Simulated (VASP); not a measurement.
A convergence study with VASP on Tc (space group no. 194 when undisturbed): one setting is varied, all else stays as given below, so the limit is that of these other settings. One atom is moved off its site, so that forces are finite.

```
CELL_PARAMETERS angstrom
      1.36315    -2.36104     0.00000
      1.36315     2.36104     0.00000
      0.00000     0.00000     4.36805
ATOMIC_POSITIONS crystal
  Tc 0.33333 0.66667 0.26145
  Tc 0.66667 0.33333 0.75000
```

The numbers are results of PBEsol GGA, VASP's PBE PAW potentials (set 64) (plane waves; VASP), not measurements. The tightest run used: 720 eV cut-off, 14×14×8 Γ-centred mesh, Gaussian smearing of 0.10 eV, potentials Tc_pv.

**Question.** The settings run are ENCUT = 105; ENCUT = 120; ENCUT = 135; ENCUT = 150; ENCUT = 165; ENCUT = 180; ENCUT = 210; ENCUT = 240; ENCUT = 270; ENCUT = 330; ENCUT = 360; ENCUT = 405; ENCUT = 450; ENCUT = 525; ENCUT = 600; ENCUT = 720. From which on does the stress (every component) stay within 0.2 GPa of the tightest run?

**Answer.** From ENCUT = 525 on: it is off by 0.06 there and by no more than 0.2 in any finer run, while ENCUT = 450 is off by 0.69.
| setting | E (eV/atom) | pressure (GPa) | largest force (eV/Å) | plane waves | difference judged (GPa) |
|---|---|---|---|---|---|
| ENCUT = 105 | 60.1935 | -4212.79 | 3.365 | 75 | 4213.64 |
| ENCUT = 120 | 20.6579 | -2597.58 | 2.293 | 98 | 2597.53 |
| ENCUT = 135 | 2.1735 | -1547.85 | 0.489 | 116 | 1546.51 |
| ENCUT = 150 | -4.8853 | -928.93 | 0.139 | 124 | 928.45 |
| ENCUT = 165 | -8.1714 | -563.94 | 0.263 | 142 | 563.60 |
| ENCUT = 180 | -9.8640 | -340.36 | 0.117 | 162 | 339.14 |
| ENCUT = 210 | -10.9354 | -119.06 | 0.033 | 214 | 117.73 |
| ENCUT = 240 | -11.1854 | -38.02 | 0.075 | 248 | 36.55 |
| ENCUT = 270 | -11.2571 | -10.79 | 0.079 | 300 | 9.22 |
| ENCUT = 330 | -11.2751 | -2.13 | 0.077 | 391 | 0.57 |
| ENCUT = 360 | -11.2711 | -2.49 | 0.081 | 452 | 0.93 |
| ENCUT = 405 | -11.2670 | -2.66 | 0.083 | 543 | 1.09 |
| ENCUT = 450 | -11.2650 | -2.26 | 0.083 | 640 | 0.69 |
| ENCUT = 525 | -11.2649 | -1.63 | 0.082 | 782 | 0.06 |
| ENCUT = 600 | -11.2653 | -1.52 | 0.083 | 966 | 0.05 |
| ENCUT = 720 | -11.2650 | -1.57 | 0.083 | 1258 | 0.00 |

Left out are rungs that failed or repeat a setting and relaxations that didn't move; long series are thinned to 24 rows.

The structure is a typed Tc crystal (space group no. 194). The cell was not relaxed at this level, it is distorted from the ideal structure.
